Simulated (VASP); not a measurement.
The system is Ba.

```
Ba
1.0
    -2.51250    2.51250    2.51250
     2.51250   -2.51250    2.51250
     2.51250    2.51250   -2.51250
Ba
1
Cartesian
  0.0000 0.0000 0.0000
```

* Program: VASP 6.6.1
* Task: relaxation of cell and atoms
* Functional: LDA
* Potentials or basis: VASP PAW LDA potentials, release 64 (Ba_sv)
* Cutoff: 600 eV
* k mesh: 12 × 12 × 12
* Occupations: gaussian, width 0.1 eV
* Spin: no spin polarisation

At the start: pressure -1.3 GPa; volume 63.44 Å³/atom.

Q: How do energy, volume and symmetry change on relaxing?

A: Over 4 steps the energy falls by 42.3 meV/atom and the volume is 54.09 Å³/atom (-14.7 %); space group Im-3m (No. 229, to 0.05 Å).

Step by step:
| step | energy change (eV) | largest force (eV/Å) | pressure (GPa) | volume (Å³) |
| --- | --- | --- | --- | --- |
| 1 | 0.0000 | 0.0000 | -1.30 | 63.44 |
| 2 | -0.0303 | 0.0000 | -0.77 | 58.82 |
| 3 | -0.0421 | 0.0000 | -0.09 | 54.60 |
| 4 | -0.0423 | 0.0000 | -0.01 | 54.09 |

Final structure:
```yaml
crystal:
  lattice:
    - [-2.38235, 2.38235, 2.38235]
    - [2.38235, -2.38235, 2.38235]
    - [2.38235, 2.38235, -2.38235]
  atoms:
    - { symbol: Ba, position: [0.00000, 0.00000, 0.00000] }
```

Caveat: the volume moved by -15 % from the deposited cell, more than functionals usually miss.
